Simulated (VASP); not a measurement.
HfSc, 2 atoms in the cell. It takes space group P-6m2 (No. 187, hexagonal). The conventional cell has a = 3.240 Å, b = 3.240 Å, c = 5.104 Å, α = 90.00°, β = 90.00°, γ = 120.00°. Hf (site symmetry -6m2) has 6 Sc at 3.16 Å and 6 Hf at 3.24 Å as nearest neighbours. Sc (site symmetry -6m2) is surrounded by 6 Hf at 3.16 Å and 6 Sc at 3.24 Å. The cell comes from a database or a generator and needn't be the stable form of this composition.

```yaml
Program: VASP 6.6.1
Task: single point
Functional: PBEsol
Potentials_or_basis: VASP PAW PBE potentials, release 64 (Hf_pv, Sc_sv)
Cutoff: 520 eV
k_mesh: 6 × 6 × 4
Occupations: gaussian, width 0.1 eV
Spin: no spin polarisation
Dipole_correction: no
Further_INCAR_settings: ALGO = Fast; EDIFF = 1e-06; NBANDS = 18
```

Potentials or basis: VASP PAW PBE potentials, release 64 (Hf_pv, Sc_sv).

Command:

```bash
$ cat potpaw_PBE.64/Hf_pv/POTCAR potpaw_PBE.64/Sc_sv/POTCAR > POTCAR
$ mpirun -np 1 vasp_std > vasp.out
```

Hardware: 1 thread of AMD EPYC 9R45 (Zen 5), on a shared host.

Problem. How long does it take, and how much memory?

Solution. Wall time 18 s on 1 thread of AMD EPYC 9R45 (Zen 5) (shared host), peak memory 0.13 GiB. Counts: scf iterations 18, k points 21.
